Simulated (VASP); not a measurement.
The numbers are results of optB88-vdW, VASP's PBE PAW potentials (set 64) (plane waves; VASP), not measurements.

The input files of a VASP run:

### INCAR
```
SYSTEM = W
PREC = Accurate
ENCUT = 520
EDIFF = 1E-7
NELM = 100
ALGO = Normal
LREAL = .FALSE.
LASPH = .TRUE.
ISMEAR = -5
GGA = BO
PARAM1 = 0.1833333333
PARAM2 = 0.22
LUSE_VDW = .TRUE.
AGGAC = 0.0
LMAXMIX = 6
LWAVE = .FALSE.
LCHARG = .TRUE.
LORBIT = 11
NEDOS = 601
ISIF = 2
```

**KPOINTS**
```
Automatic mesh
0
Gamma
18 18 18
0 0 0
```

File POSCAR:
```
W
1
   -1.5929812592     1.5929812592     1.5929812592
    1.5929812592    -1.5929812592     1.5929812592
    1.5929812592     1.5929812592    -1.5929812592
W
1
Direct
  0.0000000000   0.0000000000   0.0000000000
```

POTCAR, in this order: W_sv (PBE.64 set). Program: vasp_std.

What VASP printed:

OSZICAR:
```
       N       E                     dE             d eps       ncg     rms          rms(c)
DAV:   1     0.801644934072E+02    0.80164E+02   -0.78089E+03  4298   0.144E+03
DAV:   2    -0.860579567046E+01   -0.88770E+02   -0.85976E+02  4620   0.333E+02
DAV:   3    -0.101907957678E+02   -0.15850E+01   -0.15696E+01  4951   0.436E+01
DAV:   4    -0.101987590489E+02   -0.79633E-02   -0.79622E-02  4629   0.339E+00
DAV:   5    -0.101988246846E+02   -0.65636E-04   -0.65636E-04  4821   0.312E-01    0.196E+01
DAV:   6    -0.975172313512E+01    0.44710E+00   -0.52847E-01  4542   0.956E+00    0.777E+00
DAV:   7    -0.964119585648E+01    0.11053E+00   -0.26794E-01  4722   0.640E+00    0.599E-01
DAV:   8    -0.963812316287E+01    0.30727E-02   -0.41271E-03  4413   0.961E-01    0.937E-02
DAV:   9    -0.963820674761E+01   -0.83585E-04   -0.91355E-05  4874   0.125E-01    0.603E-02
DAV:  10    -0.963820607906E+01    0.66855E-06   -0.26720E-05  4593   0.778E-02    0.828E-03
DAV:  11    -0.963820676283E+01   -0.68378E-06   -0.25621E-07  4321   0.750E-03    0.905E-04
DAV:  12    -0.963820560231E+01    0.11605E-05   -0.42618E-08  2628   0.240E-03    0.286E-04
DAV:  13    -0.963820571633E+01   -0.11402E-06   -0.18372E-09  2295   0.658E-04    0.450E-05
DAV:  14    -0.963820574873E+01   -0.32409E-07   -0.22970E-10  2229   0.239E-04
   1 F= -.96382057E+01 E0= -.96382057E+01  d E =0.000000E+00
```

File OUTCAR:
```
------------------------ aborting loop because EDIFF is reached ----------------------------------------
  FORCE on cell =-STRESS in cart. coord.  units (eV):
  Direction    XX          YY          ZZ          XY          YZ          ZX
  --------------------------------------------------------------------------------------
  Total       -0.0079314     -0.0079314     -0.0079314     -0.0000000      0.0000000     -0.0000000
  in kB       -0.7858978     -0.7858978     -0.7858978     -0.0000000      0.0000000     -0.0000000
  external PRESSURE =      -0.7858978 kB  Pullay stress =       0.0000000 kB
  volume of cell :       16.17
      direct lattice vectors                 reciprocal lattice vectors
    -1.592981259  1.592981259  1.592981259     0.000000000  0.313876888  0.313876888
     1.592981259 -1.592981259  1.592981259     0.313876888  0.000000000  0.313876888
     1.592981259  1.592981259 -1.592981259     0.313876888  0.313876888  0.000000000
 POSITION                                       TOTAL-FORCE (eV/Angst)
 -----------------------------------------------------------------------------------
      0.00000      0.00000      0.00000         0.000000      0.000000     -0.000000
 -----------------------------------------------------------------------------------
    total drift:                               -0.000000      0.000000      0.000000
  FREE ENERGIE OF THE ION-ELECTRON SYSTEM (eV)
  ---------------------------------------------------
  free  energy   TOTEN  =        -9.6382057487 eV

  energy  without entropy=       -9.6382057487  energy(sigma->0) =       -9.63820575

 total charge

# of ion       s       p       d       tot
------------------------------------------
    1        2.402   6.329   3.356  12.087
```
(Selected blocks of OUTCAR.)

For a metal the tetrahedron method with Blöchl corrections gives inexact stress and forces.

The compound is W in the bcc structure. It was relaxed first.
